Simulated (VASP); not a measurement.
The input files of a VASP run:

INCAR:
```
SYSTEM = LiH
PREC = Accurate
ENCUT = 520
EDIFF = 1E-6
NELM = 60
ALGO = Normal
LREAL = .FALSE.
LASPH = .TRUE.
ISMEAR = 0
SIGMA = 0.05
GGA = PE
LWAVE = .FALSE.
LCHARG = .FALSE.
ISIF = 2
IMIX = 1
AMIX = 1.2
BMIX = 0.0001
```

### POSCAR
```
LiH
1
    0.0000000000     2.0808000000     2.0808000000
    2.0808000000     0.0000000000     2.0808000000
    2.0808000000     2.0808000000     0.0000000000
Li H
1 1
Direct
  0.0000000000   0.0000000000   0.0000000000
  0.5000000000   0.5000000000   0.5000000000
```

**KPOINTS**
```
Automatic mesh
0
Gamma
8 8 8
0 0 0
```

POTCAR, in this order: Li_sv H (PBE.64 set). Program: vasp_std.

### Question
One choice in this input is risky. Which, and does it do harm here?

### Answer
The risk: simple mixing (IMIX = 1) with AMIX above 1 overshoots. Here it does no harm: the run (PBE GGA, plane waves, VASP's PBE PAW potentials (set 64)) converges to the same energy and pressure as with the safe setting.
OSZICAR:
```
       N       E                     dE             d eps       ncg     rms          rms(c)
DAV:   1    -0.248195827928E+01   -0.24820E+01   -0.13028E+03   354   0.583E+02
DAV:   2    -0.625445326063E+01   -0.37725E+01   -0.37725E+01   468   0.602E+01
DAV:   3    -0.634128303233E+01   -0.86830E-01   -0.86830E-01   438   0.857E+00
DAV:   4    -0.634239857059E+01   -0.11155E-02   -0.11155E-02   456   0.846E-01
DAV:   5    -0.634241176074E+01   -0.13190E-04   -0.13190E-04   468   0.718E-02    0.282E+00
DAV:   6    -0.621604665637E+01    0.12637E+00   -0.20094E+00   372   0.651E+00    0.197E+00
DAV:   7    -0.615085736958E+01    0.65189E-01   -0.86396E-01   366   0.404E+00    0.129E+00
DAV:   8    -0.612395510397E+01    0.26902E-01   -0.34398E-01   354   0.260E+00    0.822E-01
DAV:   9    -0.611240293780E+01    0.11552E-01   -0.14080E-01   354   0.170E+00    0.520E-01
DAV:  10    -0.610786656300E+01    0.45364E-02   -0.55790E-02   354   0.112E+00    0.329E-01
DAV:  11    -0.610603019344E+01    0.18364E-02   -0.22733E-02   354   0.723E-01    0.208E-01
DAV:  12    -0.610530307864E+01    0.72711E-03   -0.90681E-03   366   0.455E-01    0.132E-01
DAV:  13    -0.610500379333E+01    0.29929E-03   -0.36755E-03   354   0.289E-01    0.842E-02
DAV:  14    -0.610488675218E+01    0.11704E-03   -0.14795E-03   354   0.182E-01    0.533E-02
DAV:  15    -0.610483694902E+01    0.49803E-04   -0.59289E-04   354   0.117E-01    0.338E-02
DAV:  16    -0.610481862929E+01    0.18320E-04   -0.23792E-04   366   0.740E-02    0.214E-02
DAV:  17    -0.610481028186E+01    0.83474E-05   -0.95518E-05   378   0.472E-02    0.135E-02
DAV:  18    -0.610480757678E+01    0.27051E-05   -0.38279E-05   354   0.293E-02    0.858E-03
DAV:  19    -0.610480606853E+01    0.15082E-05   -0.15370E-05   354   0.188E-02    0.544E-03
DAV:  20    -0.610480572795E+01    0.34058E-06   -0.61603E-06   348   0.119E-02
   1 F= -.61048057E+01 E0= -.61048057E+01  d E =-.107449E-12
```

The compound is LiH in the rock salt structure. The cell was not relaxed at this level.
